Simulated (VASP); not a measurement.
Energy against volume of YN (rock salt). Level of theory: TPSS meta-GGA, VASP's PBE PAW potentials (set 64) (plane waves; VASP 6.6.1).

```
V (Å³/atom)  E (eV/atom)
-----------  -----------
13.822         -14.46066
14.263         -14.48403
14.704         -14.49147
15.145         -14.48535
15.586         -14.46757
```

Problem. Fit a third-order Birch-Murnaghan equation of state.

Solution. 
The volume per atom is 14.71 Å³/atom and the bulk modulus comes out as 164 GPa. The pressure derivative of the bulk modulus is 4.22. The lattice constant a is 490.1 pm.

Measured: a 4.877 Å (computed value off by +0.5 %), as given by G. Soto et al., Computational Materials Science (2007), arXiv:cond-mat/0703568. The calculation is for a static lattice, while the measured a holds thermal and zero-point effects, which are part of the difference.

The compound is YN in the rock salt structure. It was relaxed first.
